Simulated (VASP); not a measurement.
Output of a VASP run:

**OSZICAR**
```
       N       E                     dE             d eps       ncg     rms          rms(c)
DAV:   1     0.261165084859E+03    0.26117E+03   -0.27859E+04   968   0.120E+03
DAV:   2    -0.111357232564E+03   -0.37252E+03   -0.35681E+03  1248   0.267E+02
DAV:   3    -0.131868234205E+03   -0.20511E+02   -0.20394E+02  1152   0.715E+01
DAV:   4    -0.132240008666E+03   -0.37177E+00   -0.37052E+00  1200   0.993E+00
DAV:   5    -0.132250082394E+03   -0.10074E-01   -0.10068E-01  1136   0.153E+00    0.294E+01
DAV:   6    -0.115071192665E+03    0.17179E+02   -0.69999E+01  1128   0.340E+01    0.129E+01
DAV:   7    -0.114964987339E+03    0.10621E+00   -0.31054E+00  1240   0.718E+00    0.645E+00
DAV:   8    -0.114912633893E+03    0.52353E-01   -0.18185E-01  1160   0.210E+00    0.195E+00
DAV:   9    -0.114910385517E+03    0.22484E-02   -0.39209E-02  1152   0.105E+00    0.303E-01
DAV:  10    -0.114912554194E+03   -0.21687E-02   -0.35499E-03  1152   0.277E-01    0.135E-01
DAV:  11    -0.114912944277E+03   -0.39008E-03   -0.62454E-04  1152   0.128E-01    0.297E-02
DAV:  12    -0.114912966433E+03   -0.22156E-04   -0.35135E-05  1240   0.275E-02    0.112E-02
DAV:  13    -0.114912985760E+03   -0.19327E-04   -0.19758E-05  1144   0.180E-02    0.589E-03
DAV:  14    -0.114912988036E+03   -0.22755E-05   -0.18839E-06   904   0.566E-03    0.304E-03
DAV:  15    -0.114912988313E+03   -0.27756E-06   -0.86319E-07   872   0.384E-03
   1 F= -.11491299E+03 E0= -.11491299E+03  d E =-.153482E-46
```

**OUTCAR**
```
------------------------ aborting loop because EDIFF is reached ----------------------------------------
  FORCE on cell =-STRESS in cart. coord.  units (eV):
  Direction    XX          YY          ZZ          XY          YZ          ZX
  --------------------------------------------------------------------------------------
  Total        0.9885026      0.9885027      1.1565930     -0.0000001     -0.0000000      0.0000000
  in kB       10.8851853     10.8851859     12.7361620     -0.0000010     -0.0000000      0.0000000
  external PRESSURE =      11.5021777 kB  Pullay stress =       0.0000000 kB
  volume of cell :      145.50
      direct lattice vectors                 reciprocal lattice vectors
     7.604540000  0.000000000  0.000000000     0.131500393  0.075921785  0.000000000
    -3.802270000  6.585725000  0.000000000     0.000000000  0.151843571  0.000000000
     0.000000000  0.000000000  2.905200000     0.000000000  0.000000000  0.344210381
 POSITION                                       TOTAL-FORCE (eV/Angst)
 -----------------------------------------------------------------------------------
     -1.37943      5.43289      2.17890         0.002583      0.043891      0.000000
      5.18170      1.15283      0.72630        -0.002583     -0.043891     -0.000000
      2.20980      1.52183      0.72630        -0.036719      0.024183     -0.000000
      1.59247      5.06390      2.17890         0.036719     -0.024183      0.000000
     -0.21304      2.67466      2.17890        -0.039302     -0.019709      0.000000
      4.01531      3.91106      0.72630         0.039302      0.019709      0.000000
     -0.00000      4.39049      2.17890        -0.000000      0.000000     -0.000000
      3.80227      2.19524      0.72630        -0.000000      0.000000     -0.000000
      4.82329      4.41145      2.17890         0.005897      0.011475      0.000000
     -1.02102      2.17428      0.72630        -0.005897     -0.011475     -0.000000
     -1.40878      6.38282      0.72630        -0.006989      0.010845      0.000000
      5.21105      0.20291      2.17890         0.006989     -0.010845      0.000000
      1.37247      1.97137      2.17890        -0.012887     -0.000630     -0.000000
      2.42980      4.61435      0.72630         0.012887      0.000630      0.000000
 -----------------------------------------------------------------------------------
    total drift:                                0.000000     -0.000000      0.000000
  FREE ENERGIE OF THE ION-ELECTRON SYSTEM (eV)
  ---------------------------------------------------
  free  energy   TOTEN  =      -114.9129883132 eV

  energy  without entropy=     -114.9129883132  energy(sigma->0) =     -114.91298831
```
(Selected blocks of OUTCAR.)

File POSCAR:
```
Si3N4
1
    7.6045400000     0.0000000000     0.0000000000
   -3.8022700000     6.5857250000     0.0000000000
    0.0000000000     0.0000000000     2.9052000000
Si N
6 8
Direct
  0.2310800000   0.8249500000   0.7500000000
  0.7689200000   0.1750500000   0.2500000000
  0.4061300000   0.2310800000   0.2500000000
  0.5938700000   0.7689200000   0.7500000000
  0.1750500000   0.4061300000   0.7500000000
  0.8249500000   0.5938700000   0.2500000000
  0.3333330000   0.6666670000   0.7500000000
  0.6666670000   0.3333330000   0.2500000000
  0.9691900000   0.6698500000   0.7500000000
  0.0308100000   0.3301500000   0.2500000000
  0.2993400000   0.9691900000   0.2500000000
  0.7006600000   0.0308100000   0.7500000000
  0.3301500000   0.2993400000   0.7500000000
  0.6698500000   0.7006600000   0.2500000000
```

Problem. Write an INCAR and KPOINTS that could have produced this output.

Solution. This is not unique; one that fits is the input of the run itself, PW91 GGA, plane waves, VASP's PBE PAW potentials (set 64).

### KPOINTS
```
Automatic mesh
0
Gamma
3 3 6
0 0 0
```

### INCAR
```
# general
SYSTEM = Si3N4
PREC   = Accurate
ENCUT  = 400
LREAL  = Auto
LASPH  = .TRUE.

# electronic loop
EDIFF  = 1E-6
NELM   = 100
ALGO   = Normal

# smearing
ISMEAR = 0
SIGMA  = 0.01

# functional
GGA    = 91

# ions
ISIF   = 2

# output
LWAVE  = .FALSE.
LCHARG = .FALSE.
```

POTCAR, in this order: Si N (PBE.64 set). Program: vasp_std.

At this cut-off the stress carries a Pulay error, which pulls relaxed volumes low.

The structure comes from a computed database's Si3N4 entry; how it stands against other phases isn't given here. The cell was not relaxed at this level. The run is one of a series of settings (GGA = 91 against the base run), some of them coarse on purpose.
